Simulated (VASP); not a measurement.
```xyz
4
Lattice="1.6210 -2.8077 0.0000 1.6210 2.8077 0.0000 0.0000 0.0000 5.2349" Properties=species:S:1:pos:R:3 pbc="T T T"
Zn     1.6210    -0.9359     2.6260
Zn     1.6210     0.9359     0.0086
O      1.6210    -0.9359     4.6086
O      1.6210     0.9359     1.9912
```

Method: AM05 GGA, VASP's PBE PAW potentials (set 64) (plane waves; VASP). Numerical set-up: 520 eV cut-off, Gaussian smearing of 0.050 eV, potentials Zn O.

Give the energies of bands 7 to 20 at the high-symmetry points, in eV from the valence-band maximum.

```json
[
 {"band": "7", "Γ": "-5.53", "M": "-5.08", "K": "-4.75", "A": "-5.66", "L": "-5.18", "H": "-4.96"},
 {"band": "8", "Γ": "-5.53", "M": "-4.93", "K": "-4.75", "A": "-5.66", "L": "-5.18", "H": "-4.96"},
 {"band": "9", "Γ": "-4.54", "M": "-4.50", "K": "-4.61", "A": "-4.41", "L": "-4.34", "H": "-4.53"},
 {"band": "10", "Γ": "-4.54", "M": "-4.36", "K": "-4.48", "A": "-4.41", "L": "-4.34", "H": "-4.53"},
 {"band": "11", "Γ": "-4.33", "M": "-4.28", "K": "-4.45", "A": "-4.41", "L": "-4.25", "H": "-4.00"},
 {"band": "12", "Γ": "-4.33", "M": "-4.20", "K": "-4.45", "A": "-4.41", "L": "-4.25", "H": "-4.00"},
 {"band": "13", "Γ": "-4.05", "M": "-3.73", "K": "-3.76", "A": "-2.26", "L": "-3.78", "H": "-3.73"},
 {"band": "14", "Γ": "-0.80", "M": "-3.57", "K": "-3.53", "A": "-2.26", "L": "-3.78", "H": "-3.73"},
 {"band": "15", "Γ": "-0.80", "M": "-2.85", "K": "-3.53", "A": "-0.40", "L": "-1.51", "H": "-2.70"},
 {"band": "16", "Γ": "-0.09", "M": "-2.27", "K": "-1.94", "A": "-0.40", "L": "-1.51", "H": "-2.70"},
 {"band": "17", "Γ": "0.00", "M": "-1.30", "K": "-1.94", "A": "-0.40", "L": "-1.39", "H": "-1.26"},
 {"band": "18", "Γ": "0.00", "M": "-0.84", "K": "-1.74", "A": "-0.40", "L": "-1.39", "H": "-1.26"},
 {"band": "19", "Γ": "0.80", "M": "5.75", "K": "7.59", "A": "3.45", "L": "5.66", "H": "7.93"},
 {"band": "20", "Γ": "5.20", "M": "6.83", "K": "7.67", "A": "3.45", "L": "5.66", "H": "7.93"}
]
```

The gap is direct, 0.80 eV, from the valence maximum at Γ to the conduction minimum at Γ.

Measured: gap 3.60 eV (computed value off by -2.80 eV), as given by Wei Chen et al., Physical Review Materials (2018), doi:10.1103/physrevmaterials.2.073803 [zero-point renormalisation of 0.16 eV added back (the table's ZPR column)].

The compound is ZnO in the wurtzite structure. It was relaxed first.
